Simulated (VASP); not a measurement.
Ta (bcc) relaxed at rising pressure, in one space group throughout; other phases were not tried. The pressures are those reached. All values below come from PBEsol GGA, VASP's PBE PAW potentials (set 64) (plane waves; VASP 6.6.1).

| P (GPa) | V (Å³/atom) | k-mesh |
|---|---|---|
| -0.15 | 17.706 | 16×16×16 |
| 4.88 | 17.288 | 16×16×16 |
| 9.88 | 16.916 | 16×16×16 |
| 19.96 | 16.267 | 16×16×16 |
| 29.97 | 15.723 | 16×16×16 |

Q: Fit an equation of state and predict the volume at 45.08 GPa.

A: Least squares on the third-order Birch-Murnaghan form, P = (3B0/2)(y⁷ − y⁵)[1 + (3/4)(B′ − 4)(y² − 1)] with y = (V0/V)^(1/3), gives V0 = 17.693 Å³/atom, B0 = 202 GPa and B′ = 3.9, and so 15.036 Å³/atom. The run gave 15.031 Å³/atom, -0.0 % from the fit.

Pressures at which the relaxation failed are left out.

The compound is Ta in the bcc structure.
